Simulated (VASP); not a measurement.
Data:

```yaml
crystal:
  lattice:
    - [0.00000, 3.06000, 3.06000]
    - [3.06000, 0.00000, 3.06000]
    - [3.06000, 3.06000, 0.00000]
  atoms:
    - { symbol: Pb, position: [0.00000, 0.00000, 0.00000] }
    - { symbol: Se, position: [0.50000, 0.50000, 0.50000] }
```

Level of theory: vdW-DF-cx, VASP's PBE PAW potentials (set 64) (plane waves; VASP). Settings: 520 eV cut-off, 7×7×7 Γ-centred mesh, Gaussian smearing of 0.050 eV, potentials Pb_d Se.

Estimate the energy per atom (σ→0).

- energy per atom (σ→0) = -1.817 eV/atom

Total energies compare only between runs with the same potentials, cut-off and functional.

The compound is PbSe in the rock salt structure. The cell was not relaxed at this level.
